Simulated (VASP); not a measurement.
# NbB2 (P6/mmm) in VASP: a series of runs, part 2 of 2

VASP 6.6.1. Earlier steps stand in the parts before.

**3. Relaxation of cell and atoms, LDA**

This run uses another cell than the first one, of 8.93 Å³/atom, 0.983 times its volume.

INCAR

```
SYSTEM = NbB2
PREC = Accurate ; ENCUT = 350
EDIFF = 1E-7 ; ISMEAR = 0
SIGMA = 0.1 ; LREAL = .FALSE.
LASPH = .TRUE. ; NELM = 80
ALGO = Normal ; ISIF = 3
LWAVE = .FALSE. ; LCHARG = .FALSE.
GGA = CA ; IBRION = 2
NSW = 80 ; EDIFFG = -0.002
KPAR = 4
```

KPOINTS

```
regular mesh
0
G
  9 9 6
  0 0 0
```

POSCAR

```
NbB2                                    
1.0
    3.0735788301      0.0000000000     -0.0000000000
   -1.5367894150      2.6617973513     -0.0000000000
   -0.0000000000      0.0000000000      3.2753179900
  Nb              B             
     1     2
Direct
     0.0000000000000000    0.0000000000000000    0.0000000000000000
     0.3333333300000021    0.6666666699999979    0.5000000000000000
     0.6666666699999979    0.3333333300000021    0.5000000000000000
```

Potentials or basis: VASP PAW LDA potentials, release 64 (Nb_sv, B).

Launch:

```console
cat potpaw_LDA.64/Nb_sv/POTCAR potpaw_LDA.64/B/POTCAR > POTCAR
mpirun -np 4 vasp_std > vasp.out
```

OUTCAR:

```text
SYSTEM = NbB2
   PREC = Accurate
   ENCUT = 350
   EDIFF = 1E-7
   ISMEAR = 0
   LREAL = .FALSE.
   LASPH = .TRUE.
   NELM = 80
   ISIF = 3
   GGA = CA
   IBRION = 2
   NSW = 80
   EDIFFG = -0.002

 ion  position               nearest neighbor table
   1  0.000  0.000  0.000-   2 2.41   3 2.41   2 2.41   3 2.41   3 2.41   3 2.41   2 2.41   2 2.41
                             3 2.41   3 2.41   2 2.41   2 2.41
   2  0.333  0.667  0.500-   3 1.77   3 1.77   3 1.77   1 2.41   1 2.41   1 2.41   1 2.41   1 2.41
                             1 2.41
   3  0.667  0.333  0.500-   2 1.77   2 1.77   2 1.77   1 2.41   1 2.41   1 2.41   1 2.41   1 2.41
                             1 2.41

  LATTYP: Found a hexagonal cell.
 ALAT       =     3.0735788301
 C/A-ratio  =     1.0656365661

  Lattice vectors:

 A1 = (   3.0735788301,   0.0000000000,   0.0000000000)
 A2 = (  -1.5367894150,   2.6617973513,   0.0000000000)
 A3 = (   0.0000000000,   0.0000000000,   3.2753179900)

Analysis of symmetry for initial positions (statically):
=====================================================================
 Subroutine PRICEL returns:
 Original cell was already a primitive cell.

 Routine SETGRP: Setting up the symmetry group for a
 hexagonal supercell.

 Subroutine GETGRP returns: Found 24 space group operations
 (whereof 24 operations were pure point group operations)
 out of a pool of 24 trial point group operations.

The static configuration has the point symmetry D_6h.

Analysis of symmetry for dynamics (positions and initial velocities):
=====================================================================
 Subroutine PRICEL returns:
 Original cell was already a primitive cell.

 Routine SETGRP: Setting up the symmetry group for a
 hexagonal supercell.

 Subroutine GETGRP returns: Found 24 space group operations
 (whereof 24 operations were pure point group operations)
 out of a pool of 24 trial point group operations.

The dynamic configuration has the point symmetry D_6h.

 Subroutine INISYM returns: Found 24 space group operations
 (whereof 24 operations are pure point group operations),
 and found     1 'primitive' translations

----------------------------------------------------------------------------------------

                                     Primitive cell

  volume of cell :      26.7962

  direct lattice vectors                    reciprocal lattice vectors
     3.073578830  0.000000000  0.000000000     0.325353620  0.187843000  0.000000000
    -1.536789415  2.661797351  0.000000000     0.000000000  0.375686000  0.000000000
     0.000000000  0.000000000  3.275317990     0.000000000  0.000000000  0.305313867

  length of vectors
     3.073578830  3.073578833  3.275317990     0.375686001  0.375686000  0.305313867

  position of ions in fractional coordinates (direct lattice)
     0.000000000  0.000000000  0.000000000
     0.333333330  0.666666670  0.500000000
     0.666666670  0.333333330  0.500000000

  ion indices of the primitive-cell ions
   primitive index   ion index
                 1           1
                 2           2
                 3           3

----------------------------------------------------------------------------------------

 KPOINTS: regular mesh

Automatic generation of k-mesh.
 Grid dimensions read from file:
 generate k-points for:    9    9    6
[... 62 lines left out ...]
   ENCUT  =  350.0 eV  25.72 Ry    5.07 a.u.   4.69  4.69  5.00*2*pi/ulx,y,z
   NELM   =     80;   NELMIN=  2; NELMDL= -5     # of ELM steps
   EDIFF  = 0.1E-06   stopping-criterion for ELM
   LREAL  =      F    real-space projection
   EDIFFG = -.2E-02   stopping-criterion for IOM
   NSW    =     80    number of steps for IOM
   IBRION =      2    ionic relax: 0-MD 1-quasi-New 2-CG
   NFREE  =      1    steps in history (QN), initial steepest desc. (CG)
   ISIF   =      3    stress and relaxation
   ISYM   =      2    0-nonsym 1-usesym 2-fastsym
   POTIM  = 0.5000    time-step for ionic-motion
   TEBEG  =    0.0;   TEEND  =   0.0 temperature during run
   PSTRESS=    0.0 pullay stress
   NELECT =      19.0000    total number of electrons
   NUPDOWN=      -1.0000    fix difference up-down
   EMIN   =  10.00;   EMAX   =-10.00  energy-range for DOS
   EFERMI =   0.00;   METHOD = LEGACY
   ISMEAR =     0;   SIGMA  =   0.10  broadening in eV -4-tet -1-fermi 0-gaus
   EFERMI_NEDOS =   21; number of points for ismear=-14 and -15
   IALGO  =     38    algorithm
   IMIX   =      4    mixing-type and parameters
     AMIX     =   0.40;   BMIX     =  1.00
     AMIX_MAG =   1.60;   BMIX_MAG =  1.00
  volume/ion in A,a.u.               =       8.93        60.28
  Fermi-wavevector in a.u.,A,eV,Ry     =   1.459828  2.758675 28.995355  2.131098
  Thomas-Fermi vector in A             =   2.576349
   LORBIT       =      0    0 simple, 1 ext, 2 COOP (PROOUT), +10 PAW based schemes
   GGA     = CA    functional components
   LHFCALC =     F    Hartree Fock is set to
   AEXX    =    0.0000 exact exchange contribution
   IVDW    =     0    specifies the selected vdW correction
   LEPSILON=     F    determine dielectric tensor
   LRPA    =     F    only Hartree local field effects (RPA)
 conjugate gradient relaxation of ions
 non-spin polarized calculation
 Gauss-broadening in eV      SIGMA  =   0.10
  energy-cutoff  :      350.00
  volume of cell :       26.80
 maximum number of plane-waves:       408
 NGX is ok and might be reduce to    20
   NGX =  9   NGY =  9   NGZ =  9

--------------------------------------- Ionic step        1  -------------------------------------------

 number of electron      19.0000001 magnetization

 Free energy of the ion-electron system (eV)
  ---------------------------------------------------
  ext. energy  EPLUGINS =         0.00000000
  ---------------------------------------------------
  free energy    TOTEN  =       -28.52684373 eV

  energy without entropy =      -28.51883227  energy(sigma->0) =      -28.52283800

------------------------ aborting loop because EDIFF is reached ----------------------------------------

  FORCE on cell =-STRESS in cart. coord.  units (eV):
  Direction    XX          YY          ZZ          XY          YZ          ZX
  --------------------------------------------------------------------------------------
  -------------------------------------------------------------------------------------
  Total       -0.0073716     -0.0073716     -0.0116010     -0.0000000      0.0000000     -0.0000000
  in kB       -0.4407593     -0.4407593     -0.6936366     -0.0000000      0.0000000     -0.0000000
  external PRESSURE =      -0.5250518 kB  Pullay stress =       0.0000000 kB
[... 61 lines left out ...]
--------------------------------------- Ionic step        3  -------------------------------------------

 number of electron      19.0000001 magnetization

 Free energy of the ion-electron system (eV)
  ---------------------------------------------------
  ext. energy  EPLUGINS =         0.00000000
  ---------------------------------------------------
  free energy    TOTEN  =       -28.52684446 eV

  energy without entropy =      -28.51882966  energy(sigma->0) =      -28.52283706

 E-fermi :  12.9203     XC(G=0): -13.3746

 val. band max:       12.9176867764   @ k =   0.2222  -0.0000   0.1667
 cond. band min:      12.9666301584   @ k =   0.0000   0.0000   0.1667
 fundamental gap:      0.0489433821
 Fermi energy:        12.9202528270

 k-point     1 :       0.0000    0.0000    0.0000
  band No.  band energies     occupation
      1     -42.4273      2.00000
      2     -18.7982      2.00000
      3     -18.3172      2.00000
      4     -18.3172      2.00000
      5      -1.3759      2.00000
      6       8.4830      2.00000
      7       8.4830      2.00000
      8       8.5434      2.00000
      9       9.8149      2.00000
     10      14.2789      0.00000
     11      14.2789      0.00000
     12      16.1930      0.00000
     13      16.1930      0.00000
[... 354 lines left out ...]
  band No.  band energies     occupation
      1     -42.3049      2.00000
      2     -18.8833      2.00000
      3     -18.8833      2.00000
      4     -18.7262      2.00000
      5       3.5279      2.00000
      6       3.5279      2.00000
      7       4.8373      2.00000
      8       8.8400      2.00000
      9       8.8400      2.00000
     10      14.0969      0.00000
     11      14.0969      0.00000
     12      14.2984      0.00000
     13      19.8629      0.00000

 [... further k-points ...]

------------------------ aborting loop because EDIFF is reached ----------------------------------------

  FORCE on cell =-STRESS in cart. coord.  units (eV):
  Direction    XX          YY          ZZ          XY          YZ          ZX
  --------------------------------------------------------------------------------------
  -------------------------------------------------------------------------------------
  Total        0.0050938      0.0050938      0.0021956      0.0000000      0.0000000      0.0000000
  in kB        0.3046184      0.3046184      0.1312994      0.0000000      0.0000000      0.0000000
  external PRESSURE =       0.2468454 kB  Pullay stress =       0.0000000 kB
[... 18 lines left out ...]
  FREE ENERGIE OF THE ION-ELECTRON SYSTEM (eV)
  ---------------------------------------------------
  free  energy   TOTEN  =       -28.5268444601 eV

  energy  without entropy=      -28.5188296647  energy(sigma->0) =      -28.52283706

 reached required accuracy - stopping structural energy minimisation
```

OSZICAR:

```text
N       E                     dE             d eps       ncg     rms          rms(c)
DAV:   1     0.108864892943E+03    0.10886E+03   -0.79490E+03  1256   0.107E+03
DAV:   2    -0.258562532766E+02   -0.13472E+03   -0.13158E+03  1558   0.409E+02
[... 20 lines left out ...]
   2 F= -.28526843E+02 E0= -.28522833E+02  d E =0.802645E-06
       N       E                     dE             d eps       ncg     rms          rms(c)
DAV:   1    -0.285268526331E+02   -0.96929E-05   -0.26710E-04  1338   0.255E-01    0.245E-02
DAV:   2    -0.285268454477E+02    0.71853E-05   -0.27811E-05  1650   0.761E-02    0.731E-03
DAV:   3    -0.285268444084E+02    0.10393E-05   -0.38260E-06  2273   0.202E-02    0.272E-03
DAV:   4    -0.285268444601E+02   -0.51665E-07   -0.50834E-07  1792   0.487E-03
   3 F= -.28526844E+02 E0= -.28522837E+02  d E =-.730353E-06
```

CONTCAR:

```text
NbB2
   1.00000000000000
     3.0734210059659648   -0.0000000000000030   -0.0000000000000000
    -1.5367105029329875    2.6616606715899955   -0.0000000000000000
     0.0000000000000000    0.0000000000000000    3.2750533149325629
  Nb              B
     1     2
Direct
     0.0000000000000000    1.0000000000000000    0.0000000000000000
     0.3333333300000021    0.6666666699999979    0.5000000000000000
     0.6666666699999979    0.3333333300000021    0.5000000000000000

  0.00000000E+00  0.00000000E+00  0.00000000E+00
  0.00000000E+00  0.00000000E+00  0.00000000E+00
  0.00000000E+00  0.00000000E+00  0.00000000E+00
```

Run time: 5.9 s. Hardware: 4 MPI ranks of AMD EPYC 7R13 (Zen 3), shared host; peak memory 0.1 GiB.

These settings aren't checked as converged: the numbers below hold their error.

Results:

| Property | Result |
| --- | --- |
| Free energy | -28.5268 eV |
| Relaxed volume | 8.93 Å³/atom |
| Relaxed cell | a = 3.073 Å, b = 3.073 Å, c = 3.275 Å, α = 90.00°, β = 90.00°, γ = 120.00° |
| Space group after relaxing (to 0.05 Å) | P6/mmm (No. 191) |
| Energy gained by relaxing | 0.0 meV/atom |
| Ionic steps | 3 |
| Band gap on the k mesh | none (metal or under the smearing width) |

Caveat: the cutoff is under 1.25 times the usual one of these potentials, so pressure, stress and relaxed cells hold a basis-set (Pulay) error.

**4. Vibrations by finite differences, LDA**

This run uses another cell than the first one, of 8.93 Å³/atom, 0.983 times its volume.

INCAR

```
ALGO = Normal ; EDIFF = 1E-8
ENCUT = 350 ; GGA = CA
IBRION = 6 ; ISIF = 3
ISMEAR = 0 ; KPAR = 4
LASPH = True ; LCHARG = False
LREAL = False ; LWAVE = False
NELM = 80 ; NFREE = 2
NSW = 1 ; POTIM = 0.015
PREC = Accurate ; SIGMA = 0.1
```

KPOINTS

```
k-points
0
Gamma
  9 9 6
```

POSCAR

```
NbB2                                    
1.0
    3.0734210060     -0.0000000000     -0.0000000000
   -1.5367105029      2.6616606716     -0.0000000000
    0.0000000000      0.0000000000      3.2750533149
  Nb              B             
     1     2
Direct
     0.0000000000000000    1.0000000000000000    0.0000000000000000
     0.3333333300000021    0.6666666699999979    0.5000000000000000
     0.6666666699999979    0.3333333300000021    0.5000000000000000
```

Launch:

```console
cat potpaw_LDA.64/Nb_sv/POTCAR potpaw_LDA.64/B/POTCAR > POTCAR
mpirun -np 4 vasp_std > vasp.out
```

Run time: 89 s. Hardware: 4 MPI ranks of AMD EPYC 7R13 (Zen 3), shared host; peak memory 0.18 GiB.

The run converged, but some of its settings lie outside the range that counts as converged, so its numbers aren't taken as properties of the crystal.

Results:

- Highest phonon frequency at Γ: 712 cm⁻¹

Caveat: the cutoff is under 1.25 times the usual one of these potentials, so pressure, stress and relaxed cells hold a basis-set (Pulay) error.
